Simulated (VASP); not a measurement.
Output of a VASP run:

### OUTCAR
```
 ion  position               nearest neighbor table
   1  0.333  0.667  0.250-   2 3.48   2 3.48   2 3.48   2 3.48   2 3.48   2 3.48
   2  0.667  0.333  0.750-   1 3.48   1 3.48   1 3.48   1 3.48   1 3.48   1 3.48
  LATTYP: Found a hexagonal cell.
 ALAT       =     3.5825996418
 C/A-ratio  =     1.5609403549
 Subroutine PRICEL returns:
 Original cell was already a primitive cell.
 Subroutine GETGRP returns: Found 24 space group operations
The static configuration has the point symmetry D_3d.
 The point group associated with its full space group is D_6h.
The dynamic configuration has the point symmetry D_3d.
 Subroutine INISYM returns: Found 24 space group operations
 Subroutine IBZKPT returns following result:
 Found     76 irreducible k-points:

 Following reciprocal coordinates:
            Coordinates               Weight
  0.000000  0.000000  0.000000      1.000000
  0.083333 -0.000000  0.000000      6.000000
  0.166667 -0.000000  0.000000      6.000000
  0.250000 -0.000000  0.000000      6.000000
  0.333333 -0.000000  0.000000      6.000000
  0.416667 -0.000000  0.000000      6.000000
  0.500000 -0.000000  0.000000      3.000000
  0.083333  0.083333  0.000000      6.000000
  0.166667  0.083333  0.000000     12.000000
  0.250000  0.083333  0.000000     12.000000
  0.333333  0.083333  0.000000     12.000000
  0.416667  0.083333  0.000000     12.000000
  0.166667  0.166667  0.000000      6.000000
  0.250000  0.166667  0.000000     12.000000
  0.333333  0.166667  0.000000     12.000000
  0.416667  0.166667  0.000000      6.000000
  0.250000  0.250000  0.000000      6.000000
  0.333333  0.250000  0.000000     12.000000
  0.333333  0.333333  0.000000      2.000000
  0.000000  0.000000  0.142857      2.000000
  0.083333 -0.000000  0.142857     12.000000
  0.166667 -0.000000  0.142857     12.000000
  0.250000 -0.000000  0.142857     12.000000
  0.333333 -0.000000  0.142857     12.000000
  0.416667 -0.000000  0.142857     12.000000
  0.500000 -0.000000  0.142857      6.000000
  0.083333  0.083333  0.142857     12.000000
  0.166667  0.083333  0.142857     24.000000
  0.250000  0.083333  0.142857     24.000000
  0.333333  0.083333  0.142857     24.000000
  0.416667  0.083333  0.142857     24.000000
  0.166667  0.166667  0.142857     12.000000
  0.250000  0.166667  0.142857     24.000000
  0.333333  0.166667  0.142857     24.000000
  0.416667  0.166667  0.142857     12.000000
  0.250000  0.250000  0.142857     12.000000
  0.333333  0.250000  0.142857     24.000000
  0.333333  0.333333  0.142857      4.000000
  0.000000  0.000000  0.285714      2.000000
  0.083333 -0.000000  0.285714     12.000000
   k-points           NKPTS =     76   k-points in BZ     NKDIM =     76   number of bands    NBANDS=     13
   number of dos      NEDOS =    301   number of ions     NIONS =      2
   total plane-waves  NPLWV =  32928
   dimension x,y,z NGX =    28 NGY =   28 NGZ =   42
   dimension x,y,z NGXF=    56 NGYF=   56 NGZF=   84
   ions per type =               2
   PREC   = accura    normal or accurate (medium, high low for compatibility)
   ISTART =      0    job   : 0-new  1-cont  2-samecut
   ICHARG =      2    charge: 1-file 2-atom 10-const
   ISPIN  =      1    spin polarized calculation?
   LNONCOLLINEAR =      F non collinear calculations
   LSORBIT =      F    spin-orbit coupling
   INIWAV =      1    electr: 0-lowe 1-rand  2-diag
   ENCUT  =  520.0 eV  38.22 Ry    6.18 a.u.   6.66  6.66 10.40*2*pi/ulx,y,z
   NELM   =    100;   NELMIN=  2; NELMDL= -5     # of ELM steps
   EDIFF  = 0.1E-06   stopping-criterion for ELM
   LREAL  =      F    real-space projection
   NLSPLINE    = F    spline interpolate recip. space projectors
   LMAXMIX     =    6 max onsite mixed and CHGCAR
   VOSKOWN=      0    Vosko Wilk Nusair interpolation
   EDIFFG = -.1E-01   stopping-criterion for IOM
   NSW    =     30    number of steps for IOM
...
```

File OSZICAR:
```
       N       E                     dE             d eps       ncg     rms          rms(c)
DAV:   1     0.454483632552E+02    0.45448E+02   -0.87880E+03  3435   0.148E+03
DAV:   2    -0.645596714576E+01   -0.51904E+02   -0.50666E+02  3387   0.707E+02
DAV:   3    -0.879011859197E+01   -0.23342E+01   -0.22298E+01  3587   0.635E+01
DAV:   4    -0.889854350667E+01   -0.10842E+00   -0.10021E+00  3652   0.100E+01
DAV:   5    -0.890247626060E+01   -0.39328E-02   -0.39094E-02  3402   0.183E+00    0.242E+01
DAV:   6    -0.888046461325E+01    0.22012E-01   -0.40956E-02  3344   0.440E+00    0.144E+01
DAV:   7    -0.888250078679E+01   -0.20362E-02   -0.77932E-02  3219   0.591E+00    0.367E-01
DAV:   8    -0.888235988437E+01    0.14090E-03   -0.55840E-03  3275   0.116E+00    0.946E-02
DAV:   9    -0.888237515361E+01   -0.15269E-04   -0.23324E-04  3443   0.238E-01    0.327E-02
DAV:  10    -0.888237021552E+01    0.49381E-05   -0.25637E-05  3379   0.837E-02    0.393E-02
DAV:  11    -0.888237086346E+01   -0.64794E-06   -0.19643E-06  3337   0.211E-02    0.266E-03
DAV:  12    -0.888237105670E+01   -0.19324E-06   -0.86444E-08  1956   0.757E-03    0.159E-03
DAV:  13    -0.888237103092E+01    0.25777E-07   -0.27011E-08  1773   0.963E-03
   1 F= -.88823710E+01 E0= -.88826172E+01  d E =-.888237E+01
       N       E                     dE             d eps       ncg     rms          rms(c)
DAV:   1    -0.888244834439E+01   -0.77288E-04   -0.25106E-03  3094   0.699E-01    0.400E-02
DAV:   2    -0.888241352437E+01    0.34820E-04   -0.81827E-05  3337   0.141E-01    0.217E-02
DAV:   3    -0.888239547516E+01    0.18049E-04   -0.20328E-05  3764   0.587E-02    0.111E-02
DAV:   4    -0.888239554416E+01   -0.68996E-07   -0.27424E-06  3167   0.146E-02    0.440E-03
DAV:   5    -0.888239555066E+01   -0.65068E-08   -0.53743E-08  1602   0.616E-03
   2 F= -.88823956E+01 E0= -.88826314E+01  d E =-.245197E-04
```

File OUTCAR:
```
------------------------ aborting loop because EDIFF is reached ----------------------------------------
  FORCE on cell =-STRESS in cart. coord.  units (eV):
  Direction    XX          YY          ZZ          XY          YZ          ZX
  --------------------------------------------------------------------------------------
  Total       -0.9179372     -0.9179373     -0.9365614      0.0000000      0.0000000      0.0000000
  in kB      -23.6598396    -23.6598409    -24.1398781      0.0000000      0.0000000      0.0000000
  external PRESSURE =     -23.8198529 kB  Pullay stress =       0.0000000 kB
  volume of cell :       62.16
      direct lattice vectors                 reciprocal lattice vectors
     1.791984041 -3.103807491  0.000000000     0.279020342 -0.161092465 -0.000000000
     1.791984041  3.103807491  0.000000000     0.279020342  0.161092465  0.000000000
     0.000000000 -0.000000000  5.587954462     0.000000000  0.000000000  0.178956362
 POSITION                                       TOTAL-FORCE (eV/Angst)
 -----------------------------------------------------------------------------------
      1.79198      1.03460      1.39699         0.000000     -0.000000      0.000000
      1.79198     -1.03460      4.19097        -0.000000      0.000000      0.000000
 -----------------------------------------------------------------------------------
    total drift:                                0.000002      0.000074     -0.000012
  FREE ENERGIE OF THE ION-ELECTRON SYSTEM (eV)
  ---------------------------------------------------
  free  energy   TOTEN  =        -8.8823955507 eV

  energy  without entropy=       -8.8831030525  energy(sigma->0) =       -8.88263138

 reached required accuracy - stopping structural energy minimisation
```
(Selected blocks of OUTCAR.)

POSCAR:
```
Lu
1
    1.7912997821    -3.1026223238     0.0000000000
    1.7912997821     3.1026223238     0.0000000000
    0.0000000000     0.0000000000     5.5922243562
Lu
2
Direct
  0.3333330000   0.6666670000   0.2500000000
  0.6666670000   0.3333330000   0.7500000000
```

Q: Write an INCAR and KPOINTS that could have produced this output.

A: This is not unique; one that fits is the input of the run itself, PBE GGA, plane waves, VASP's PBE PAW potentials (set 64).

**INCAR**
```
EDIFFG = -0.01
SIGMA = 0.1
GGA = PE   # PBE
LASPH = .TRUE.   # aspherical one-centre terms
NSW = 30
LWAVE = .FALSE.
SYSTEM = Lu
LREAL = .FALSE.   # projection in real space or not
IBRION = 2
ALGO = Normal   # blocked Davidson
LCHARG = .FALSE.
NELM = 100   # most electronic steps
EDIFF = 1E-7   # SCF stop (eV)
ISIF = 4   # ions and shape, fixed volume
ENCUT = 520   # plane-wave cut-off (eV)
ISMEAR = 1   # Methfessel-Paxton
LMAXMIX = 6   # l cut-off of mixed one-centre charges
PREC = Accurate
```

KPOINTS:
```
Automatic mesh
0
Gamma
12 12 7
0 0 0
```

POTCAR, in this order: Lu_3 (PBE.64 set). Program: vasp_std.

The compound is Lu in the hcp structure. This cell is one point of a volume scan, at 1.06 of the reference volume. Symmetry was kept, so distortions that lower it aren't found.
